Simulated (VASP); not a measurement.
# DyCu2S2 (P-3m1) in VASP: reference runs

How does DyCu2S2 come out in PBE? The cell is run as given.

Program: VASP 6.6.1. These are calculated values, not measurements. Logs are shortened: lines on timing, memory, paths and dates and some standing lists are left out, and cuts for length are marked.

## Step 1: Starting point

Symmetry: P-3m1, No. 164, trigonal system. Conventional cell: a = 3.945 Å, b = 3.945 Å, c = 6.356 Å, α = 90.00°, β = 90.00°, γ = 120.00°. Around Dy (site symmetry -3m) lie 6 S at 2.84 Å and 6 Cu at 3.14 Å. Around Cu (site symmetry 3m) lie 4 S at 2.33 to 2.51 Å. S (site symmetry 3m) is surrounded by 4 Cu at 2.33 to 2.51 Å.

The cell comes from a database or a generator and needn't be the stable form of this composition.

## Step 2: Single point, PBE, collinear spin, ferromagnetic start

Contents of INCAR:

```
  PREC = Accurate
  ENCUT = 520
  EDIFF = 1E-7
  ISMEAR = -1
  SIGMA = 0.05
  LREAL = False
  LASPH = True
  NELM = 100
  ALGO = Normal
  ISIF = 2
  LWAVE = False
  LCHARG = True
  ISPIN = 2
  MAGMOM = 5 0.6 0.6 0 0
  LORBIT = 11
  LMAXMIX = 6
  GGA = PE
  LELF = True
  LVHAR = True
  NBANDS = 39
```

Contents of KPOINTS:

```
regular mesh
0
Gamma
  8 8 4
```

Contents of POSCAR:

```
DyCu2S2
1.0
    3.9453152362      0.0000000000      0.0000000000
   -1.9726576181      3.4167432205      0.0000000000
    0.0000000000      0.0000000000      6.3560330000
Dy Cu S
1 2 2
Direct
    0.0000000000      0.0000000000      0.0000000000
    0.3333333333      0.6666666667      0.3394540000
    0.6666666667      0.3333333333      0.6605460000
    0.3333333333      0.6666666667      0.7339570000
    0.6666666667      0.3333333333      0.2660430000
```

Potentials or basis: VASP PAW PBE potentials, release 64 (Dy, Cu, S).

On the command line:

```bash
> cat potpaw_PBE.64/Dy/POTCAR potpaw_PBE.64/Cu/POTCAR potpaw_PBE.64/S/POTCAR > POTCAR
> mpirun -np 1 vasp_std > vasp.out
```

OUTCAR:

```text
PREC = Accurate
   ENCUT = 520
   EDIFF = 1E-7
   ISMEAR = -1
   LREAL = False
   LASPH = True
   NELM = 100
   ISIF = 2
   ISPIN = 2
   LORBIT = 11
   GGA = PE

 ion  position               nearest neighbor table
   1  0.000  0.000  0.000-   4 2.84   5 2.84   5 2.84   4 2.84   5 2.84   4 2.84   2 3.14   3 3.14
                             2 3.14   3 3.14   3 3.14   2 3.14
   2  0.333  0.667  0.339-   5 2.33   5 2.33   5 2.33   4 2.51   1 3.14   1 3.14   1 3.14
   3  0.667  0.333  0.661-   4 2.33   4 2.33   4 2.33   5 2.51   1 3.14   1 3.14   1 3.14
   4  0.333  0.667  0.734-   3 2.33   3 2.33   3 2.33   2 2.51   1 2.84   1 2.84   1 2.84
   5  0.667  0.333  0.266-   2 2.33   2 2.33   2 2.33   3 2.51   1 2.84   1 2.84   1 2.84

  LATTYP: Found a hexagonal cell.
 ALAT       =     3.9453152362
 C/A-ratio  =     1.6110329896

  Lattice vectors:

 A1 = (   3.9453152362,   0.0000000000,   0.0000000000)
 A2 = (  -1.9726576181,   3.4167432205,   0.0000000000)
 A3 = (   0.0000000000,   0.0000000000,   6.3560330000)

Analysis of symmetry for initial positions (statically):
=====================================================================
 Subroutine PRICEL returns:
 Original cell was already a primitive cell.

 Routine SETGRP: Setting up the symmetry group for a
 hexagonal supercell.

 Subroutine GETGRP returns: Found 12 space group operations
 (whereof 12 operations were pure point group operations)
 out of a pool of 24 trial point group operations.

The static configuration has the point symmetry D_3d.

Analysis of symmetry for dynamics (positions and initial velocities):
=====================================================================
 Subroutine PRICEL returns:
 Original cell was already a primitive cell.

 Routine SETGRP: Setting up the symmetry group for a
 hexagonal supercell.

 Subroutine GETGRP returns: Found 12 space group operations
 (whereof 12 operations were pure point group operations)
 out of a pool of 24 trial point group operations.

The dynamic configuration has the point symmetry D_3d.

Analysis of structural, dynamic, and magnetic symmetry:
=====================================================================
 Subroutine PRICEL returns:
 Original cell was already a primitive cell.

 Routine SETGRP: Setting up the symmetry group for a
 hexagonal supercell.

 Subroutine GETGRP returns: Found 12 space group operations
 (whereof 12 operations were pure point group operations)
 out of a pool of 24 trial point group operations.

The overall configuration has the point symmetry D_3d.

 Subroutine INISYM returns: Found 12 space group operations
 (whereof 12 operations are pure point group operations),
 and found     1 'primitive' translations

----------------------------------------------------------------------------------------

                                     Primitive cell

  volume of cell :      85.6801

  direct lattice vectors                    reciprocal lattice vectors
     3.945315236  0.000000000  0.000000000     0.253465171  0.146338185  0.000000000
    -1.972657618  3.416743220  0.000000000     0.000000000  0.292676369  0.000000000
     0.000000000  0.000000000  6.356033000     0.000000000  0.000000000  0.157330838

  length of vectors
     3.945315236  3.945315236  6.356033000     0.292676369  0.292676369  0.157330838

  position of ions in fractional coordinates (direct lattice)
     0.000000000  0.000000000  0.000000000
     0.333333333  0.666666667  0.339454000
     0.666666667  0.333333333  0.660546000
     0.333333333  0.666666667  0.733957000
     0.666666667  0.333333333  0.266043000

  ion indices of the primitive-cell ions
   primitive index   ion index
                 1           1
                 2           2
                 3           3
                 4           4
                 5           5

----------------------------------------------------------------------------------------

 KPOINTS: regular mesh

Automatic generation of k-mesh.
 Grid dimensions read from file:
 generate k-points for:    8    8    4

 Generating k-lattice:

  Cartesian coordinates                     Fractional coordinates (reciprocal lattice)
     0.031683146  0.018292273  0.000000000     0.125000000  0.000000000  0.000000000
     0.000000000  0.036584546  0.000000000     0.000000000  0.125000000  0.000000000
     0.000000000  0.000000000  0.039332710     0.000000000  0.000000000  0.250000000

  Length of vectors
     0.036584546  0.036584546  0.039332710

  Shift w.r.t. Gamma in fractional coordinates (k-lattice)
     0.000000000  0.000000000  0.000000000

 Subroutine IBZKPT returns following result:
 ===========================================

 Found     35 irreducible k-points:

 Following reciprocal coordinates:
            Coordinates               Weight
  0.000000  0.000000  0.000000      1.000000
  0.125000  0.000000  0.000000      6.000000
  0.250000  0.000000  0.000000      6.000000
  0.375000 -0.000000  0.000000      6.000000
  0.500000  0.000000  0.000000      3.000000
  0.125000  0.125000  0.000000      6.000000
[... 16 lines left out ...]
 -0.125000  0.500000  0.250000     12.000000
  0.250000  0.250000  0.250000     12.000000
 [... further k-points ...]
   k-points           NKPTS =     35   k-points in BZ     NKDIM =     35   number of bands    NBANDS=     39
   number of dos      NEDOS =    301   number of ions     NIONS =      5
   total plane-waves  NPLWV =  43200
   dimension x,y,z NGX =    30 NGY =   30 NGZ =   48
   dimension x,y,z NGXF=    60 NGYF=   60 NGZF=   96
   ions per type =               1   2   2
   NGX,Y,Z   is equivalent  to a cutoff of  12.64, 12.64, 12.55 a.u.
   NGXF,Y,Z  is equivalent  to a cutoff of  25.28, 25.28, 25.11 a.u.
 SYSTEM =  unknown system
   PREC   = accura    normal or accurate (medium, high low for compatibility)
   ISTART =      0    job   : 0-new  1-cont  2-samecut
   ICHARG =      2    charge: 1-file 2-atom 10-const
   ISPIN  =      2    spin polarized calculation?
   LNONCOLLINEAR =      F non collinear calculations
   LSORBIT =      F    spin-orbit coupling
   LASPH  =      T    aspherical Exc in radial PAW
   ENCUT  =  520.0 eV  38.22 Ry    6.18 a.u.   7.34  7.34 11.82*2*pi/ulx,y,z
   NELM   =    100;   NELMIN=  2; NELMDL= -5     # of ELM steps
   EDIFF  = 0.1E-06   stopping-criterion for ELM
   LREAL  =      F    real-space projection
   EDIFFG = 0.1E-05   stopping-criterion for IOM
   NSW    =      0    number of steps for IOM
   IBRION =     -1    ionic relax: 0-MD 1-quasi-New 2-CG
   NFREE  =      0    steps in history (QN), initial steepest desc. (CG)
   ISIF   =      2    stress and relaxation
   ISYM   =      2    0-nonsym 1-usesym 2-fastsym
   POTIM  = 0.5000    time-step for ionic-motion
   TEBEG  =    0.0;   TEEND  =   0.0 temperature during run
   PSTRESS=    0.0 pullay stress
   NELECT =      54.0000    total number of electrons
   NUPDOWN=      -1.0000    fix difference up-down
   EMIN   =  10.00;   EMAX   =-10.00  energy-range for DOS
   EFERMI =   0.00;   METHOD = LEGACY
   ISMEAR =    -1;   SIGMA  =   0.05  broadening in eV -4-tet -1-fermi 0-gaus
   EFERMI_NEDOS =   21; number of points for ismear=-14 and -15
   IALGO  =     38    algorithm
   IMIX   =      4    mixing-type and parameters
     AMIX     =   0.40;   BMIX     =  1.00
     AMIX_MAG =   1.60;   BMIX_MAG =  1.00
  volume/ion in A,a.u.               =      17.14       115.64
  Fermi-wavevector in a.u.,A,eV,Ry     =   1.403609  2.652436 26.805070  1.970117
  Thomas-Fermi vector in A             =   2.526253
   LORBIT       =     11    0 simple, 1 ext, 2 COOP (PROOUT), +10 PAW based schemes
   GGA     = PE    functional components
   LHFCALC =     F    Hartree Fock is set to
   AEXX    =    0.0000 exact exchange contribution
   IVDW    =     0    specifies the selected vdW correction
   LEPSILON=     F    determine dielectric tensor
   LRPA    =     F    only Hartree local field effects (RPA)
 spin polarized calculation
  energy-cutoff  :      520.00
  volume of cell :       85.68
 maximum number of plane-waves:      2340
 NGX is ok and might be reduce to    30
   NGX = 15   NGY = 15   NGZ = 23

 number of electron      53.9999971 magnetization       4.3336341

 Free energy of the ion-electron system (eV)
  ---------------------------------------------------
  ext. energy  EPLUGINS =         0.00000000
  ---------------------------------------------------
  free energy    TOTEN  =       -28.18870096 eV

  energy without entropy =      -28.14804248  energy(sigma->0) =      -28.16837172

 E-fermi :   7.1188     XC(G=0): -11.0413

 val. band max:        7.1015235662   @ k =   0.0000   0.0000   0.5000
 cond. band min:       7.1277277791   @ k =   0.0000   0.0000   0.2500
 fundamental gap:      0.0262042130
 Fermi energy:         7.1188373102

 spin component 1

 k-point     1 :       0.0000    0.0000    0.0000
  band No.  band energies     occupation
      1     -40.0226      1.00000
      2     -16.1535      1.00000
      3     -15.9441      1.00000
      4     -15.9441      1.00000
      5      -8.5774      1.00000
      6      -7.4609      1.00000
[... 997 lines left out ...]
     38      12.6143      0.00000
     39      13.7540      0.00000

 [... further k-points ...]

 spin component 2

 k-point     1 :       0.0000    0.0000    0.0000
  band No.  band energies     occupation
      1     -38.0546      1.00000
      2     -14.8354      1.00000
      3     -14.5472      1.00000
      4     -14.5472      1.00000
      5      -8.5812      1.00000
      6      -7.4080      1.00000
[... 997 lines left out ...]
     38      12.9553      0.00000
     39      14.0161      0.00000

 [... further k-points ...]
[... 5 lines left out ...]
  --------------------------------------------------------------------------------------
  -------------------------------------------------------------------------------------
  Total        0.7905906      0.7905906      1.1817084      0.0000000      0.0000000      0.0000000
  in kB       14.7836627     14.7836627     22.0973757      0.0000000      0.0000000      0.0000000
  external PRESSURE =      17.2215671 kB  Pullay stress =       0.0000000 kB

 VOLUME and BASIS-vectors are now :
 -----------------------------------------------------------------------------
  energy-cutoff  :      520.00
  volume of cell :       85.68
      direct lattice vectors                 reciprocal lattice vectors
     3.945315236  0.000000000  0.000000000     0.253465171  0.146338185  0.000000000
    -1.972657618  3.416743220  0.000000000     0.000000000  0.292676369  0.000000000
     0.000000000  0.000000000  6.356033000     0.000000000  0.000000000  0.157330838

 POSITION                                       TOTAL-FORCE (eV/Angst)
 -----------------------------------------------------------------------------------
      0.00000      0.00000      0.00000        -0.000000      0.000000      0.000000
     -0.00000      2.27783      2.15758        -0.000000     -0.000000      0.194866
      1.97266      1.13891      4.19845         0.000000      0.000000     -0.194866
     -0.00000      2.27783      4.66505         0.000000      0.000000      0.049588
      1.97266      1.13891      1.69098         0.000000     -0.000000     -0.049588
 -----------------------------------------------------------------------------------
    total drift:                               -0.000000      0.000000     -0.000000

  FREE ENERGIE OF THE ION-ELECTRON SYSTEM (eV)
  ---------------------------------------------------
  free  energy   TOTEN  =       -28.1887009571 eV

  energy  without entropy=      -28.1480424810  energy(sigma->0) =      -28.16837172

 total charge

# of ion       s       p       d       f       tot
--------------------------------------------------
    1        2.064   5.870   0.482   9.451  17.868
    2        0.365   0.353   9.268   0.000   9.986
    3        0.365   0.353   9.268   0.000   9.986
    4        1.308   2.413   0.000   0.000   3.720
    5        1.308   2.413   0.000   0.000   3.720
--------------------------------------------------
tot          5.410  11.401  19.019   9.451  45.281

 magnetization (x)

# of ion       s       p       d       f       tot
--------------------------------------------------
    1        0.001  -0.060   0.018   4.366   4.324
    2       -0.005  -0.003  -0.003   0.000  -0.011
    3       -0.005  -0.003  -0.003   0.000  -0.011
    4       -0.002  -0.009   0.000   0.000  -0.011
    5       -0.002  -0.009   0.000   0.000  -0.011
--------------------------------------------------
tot         -0.012  -0.083   0.011   4.366   4.282
```

It took 14 min on 1 thread of AMD EPYC 7R43 (Zen 3), shared host; peak memory 0.33 GiB.

What came out:

```yaml
Free_energy: -28.1887 eV
Pressure: 1.7 GPa
Largest_force: 0.195 eV/Å
Band_gap_on_the_k_mesh: none (metal or under the smearing width)
Net_moment: 4.33 μB per cell
Site_moments: Dy +4.32; Cu -0.01; S -0.01 μB
Valence_electrons_inside_the_program's_atomic_spheres: Dy 17.87; Cu 9.99; S 3.72
```

Forces on the atoms (eV/Å):
```
Dy   0.000  0.000  0.000
Cu   0.000  0.000  0.195
Cu   0.000  0.000 -0.195
S    0.000  0.000  0.050
S    0.000  0.000 -0.050
```

Stress tensor (GPa, compression positive):
```
1.48 0.00 0.00
0.00 1.48 0.00
0.00 0.00 2.21
```

Caveat: the magnetic or orbital state may not be the lowest; spin-orbit coupling is left out, which moves the levels of the heavy elements; without U or exact exchange the open f shell lies at the Fermi level, which spoils levels, moments and volumes. With open d or f shells a metallic result of PBE can be an artefact of self-interaction; +U or a hybrid may open a gap.
